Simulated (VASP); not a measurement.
All values below come from PBE GGA, VASP's PBE PAW potentials (set 64) (plane waves; VASP).

VASP ran on this input.

INCAR:
```
ISMEAR=0
LMAXMIX=4   # l cut-off of mixed one-centre charges
SIGMA=0.05
EDIFF=1E-6
LWAVE=.False.
ALGO=Normal
SYSTEM=SnO
GGA=PE   # PBE
NELM=100   # most electronic steps
LREAL=.False.   # projection in real space or not
ISIF=2
PREC=Accurate
LCHARG=.False.
ENCUT=520   # plane-wave cut-off (eV)
LASPH=.True.   # aspherical one-centre terms
```

KPOINTS:
```
K-points
0
gamma
 6 6 4
```

File POSCAR:
```
SnO
1
    2.8740400000    -2.1003070000     0.0000000000
    2.8740400000     2.1003070000     0.0000000000
   -1.0431720000     0.0000000000     6.2071250000
Sn O
2 2
Direct
  0.0000000000   0.5000000000   0.0000000000
  0.5000000000   0.0000000000   0.5000000000
  0.5816000000   0.4184000000   0.2500000000
  0.4184000000   0.5816000000   0.7500000000
```

POTCAR, in this order: Sn_d O (PBE.64 set). Program: vasp_std.

Output of the run:

**OSZICAR**
```
       N       E                     dE             d eps       ncg     rms          rms(c)
DAV:   1     0.408252187387E+03    0.40825E+03   -0.21248E+04  2296   0.249E+03
DAV:   2     0.360642712675E+02   -0.37219E+03   -0.36514E+03  2416   0.576E+02
DAV:   3    -0.226374379733E+02   -0.58702E+02   -0.57598E+02  2808   0.197E+02
DAV:   4    -0.249753599954E+02   -0.23379E+01   -0.23357E+01  2464   0.446E+01
DAV:   5    -0.250487307274E+02   -0.73371E-01   -0.73341E-01  3024   0.796E+00    0.122E+01
DAV:   6    -0.211486778872E+02    0.39001E+01   -0.36224E+01  3480   0.625E+01    0.722E+00
DAV:   7    -0.207143949781E+02    0.43428E+00   -0.58002E+00  2440   0.131E+01    0.237E+00
DAV:   8    -0.206901704799E+02    0.24224E-01   -0.44732E-01  2752   0.444E+00    0.804E-01
DAV:   9    -0.206788491685E+02    0.11321E-01   -0.92541E-02  3464   0.219E+00    0.282E-01
DAV:  10    -0.206786923854E+02    0.15678E-03   -0.27498E-02  2984   0.111E+00    0.196E-01
DAV:  11    -0.206781952566E+02    0.49713E-03   -0.43457E-03  3248   0.431E-01    0.272E-02
DAV:  12    -0.206782268236E+02   -0.31567E-04   -0.29310E-04  2504   0.120E-01    0.123E-02
DAV:  13    -0.206782267112E+02    0.11235E-06   -0.27167E-05  3504   0.444E-02    0.565E-03
DAV:  14    -0.206782261963E+02    0.51496E-06   -0.29090E-06  2000   0.140E-02
   1 F= -.20678226E+02 E0= -.20677604E+02  d E =-.124464E-02
```

**OUTCAR**
```
------------------------ aborting loop because EDIFF is reached ----------------------------------------
  FORCE on cell =-STRESS in cart. coord.  units (eV):
  Direction    XX          YY          ZZ          XY          YZ          ZX
  --------------------------------------------------------------------------------------
  Total       -3.2189755     -1.4672661     -0.2749771      0.0000000      0.0000000      0.4575433
  in kB      -68.8227752    -31.3706411     -5.8791032      0.0000000      0.0000000      9.7824289
  external PRESSURE =     -35.3575065 kB  Pullay stress =       0.0000000 kB
  volume of cell :       74.94
      direct lattice vectors                 reciprocal lattice vectors
     2.874040000 -2.100307000  0.000000000     0.173971135 -0.238060436  0.029237661
     2.874040000  2.100307000  0.000000000     0.173971135  0.238060436  0.029237661
    -1.043172000  0.000000000  6.207125000     0.000000000  0.000000000  0.161105182
 POSITION                                       TOTAL-FORCE (eV/Angst)
 -----------------------------------------------------------------------------------
      1.43702      1.05015      0.00000         0.000000      0.000000      0.000000
      0.91543     -1.05015      3.10356         0.000000     -0.000000      0.000000
      2.61325     -0.34277      1.55178        -0.000000      0.191306     -0.000000
      2.09166      0.34277      4.65534         0.000000     -0.191306      0.000000
 -----------------------------------------------------------------------------------
    total drift:                                0.000000      0.000000      0.000000
  FREE ENERGIE OF THE ION-ELECTRON SYSTEM (eV)
  ---------------------------------------------------
  free  energy   TOTEN  =       -20.6782261963 eV

  energy  without entropy=      -20.6769815599  energy(sigma->0) =      -20.67760388
```
(Selected blocks of OUTCAR.)

The structure was generated: SnO was put into the tenorite type (C2/c), which need not be its known phase. The cell was not relaxed at this level. The k-mesh is coarse (spacing up to 0.31 per Å, 2π included), so the numbers may not be converged in it.
